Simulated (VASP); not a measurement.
A VASP calculation is set up with these files.

File POSCAR:
```
LiF
1
    0.0000000000     2.0478210844     2.0478210844
    2.0478210844     0.0000000000     2.0478210844
    2.0478210844     2.0478210844     0.0000000000
Li F
1 1
Direct
  0.0000000000   0.0000000000   0.0000000000
  0.5000000000   0.5000000000   0.5000000000
```

### KPOINTS
```
Regular mesh
0
Gamma
 8 8 8
0 0 0
```

### INCAR
```
# general
SYSTEM    =  LiF
PREC      =  Accurate
ENCUT     =  520
LREAL     =  .FALSE.   # projection in real space or not
LASPH     =  .TRUE.   # aspherical one-centre terms
ISYM      =  3

# electronic loop
EDIFF     =  1E-6
NELM      =  60   # most electronic steps
ALGO      =  Normal   # blocked Davidson

# smearing
ISMEAR    =  0
SIGMA     =  0.05   # width (eV)

# functional
GGA       =  PE
LHFCALC   =  .TRUE.
AEXX      =  0.25
HFRCUT    =  -1
PRECFOCK  =  Fast

# ions
ISIF      =  2   # forces and stress, cell fixed

# output
LWAVE     =  .FALSE.
LCHARG    =  .FALSE.
```

POTCAR, in this order: Li_sv F (PBE.64 set). Program: vasp_std. Read from the step before: WAVECAR.

Q: Translate this PBE0 calculation to Quantum ESPRESSO's pw.x.

A: One equivalent input (not run):
```
&CONTROL
  calculation = 'scf'
  pseudo_dir = './pseudo'
  outdir = './out'
  tprnfor = .true.
  tstress = .false.
/
&SYSTEM
  ibrav = 0
  nat = 2
  ntyp = 2
  ecutwfc = 84
  occupations = 'smearing'
  smearing = 'gaussian'
  degauss = 0.003675
  input_dft = 'pbe0'
  nqx1 = 8
  nqx2 = 8
  nqx3 = 8
/
&ELECTRONS
  conv_thr = 7.3e-08
  electron_maxstep = 60
/
ATOMIC_SPECIES
  Li 6.940 Li.upf
  F 18.998 F.upf
CELL_PARAMETERS angstrom
     0.0000000    2.0478211    2.0478211
     2.0478211    0.0000000    2.0478211
     2.0478211    2.0478211    0.0000000
ATOMIC_POSITIONS crystal
  Li   0.0000000  0.0000000  0.0000000
  F    0.5000000  0.5000000  0.5000000
K_POINTS automatic
  8 8 8 0 0 0
```
Limits of the translation: the potentials are each code's own (VASP's PAW set, PseudoDojo norm-conserving files in pw.x), so ENCUT and ecutwfc are chosen apart and not converted; conv_thr bounds pw.x's estimated SCF error, while EDIFF bounds the energy change between steps; the singularity of exact exchange is treated differently by default.

The compound is LiF in the rock salt structure. This cell is one point of a volume scan, at 1.03 of the reference volume.
